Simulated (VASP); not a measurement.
```
CELL_PARAMETERS angstrom
      0.00000     3.19475     3.19475
      3.19475     0.00000     3.19475
      3.19475     3.19475     0.00000
ATOMIC_POSITIONS crystal
  Na 0.25000 0.25000 0.25000
  Na 0.75000 0.75000 0.75000
  S  0.00000 0.00000 0.00000
```

All values below come from optB86b-vdW, VASP's PBE PAW potentials (set 64) (plane waves; VASP). Numerical set-up: 520 eV cut-off, 6×6×6 Γ-centred mesh, Gaussian smearing of 0.050 eV, potentials Na_pv S.

Question: Estimate the energy per atom (σ→0), pressure, band gap (on the k-mesh) with the smallest direct gap where there is one.

Answer: 
```json
{
 "band gap (on the k-mesh)": "2.71 eV",
 "smallest direct gap (on the k-mesh)": "2.71 eV",
 "energy per atom (σ→0)": "-1.418 eV/atom",
 "pressure": "2.02 GPa"
}
```

The compound is Na2S in the antifluorite structure. This cell is one point of a volume scan, at 0.94 of the reference volume.
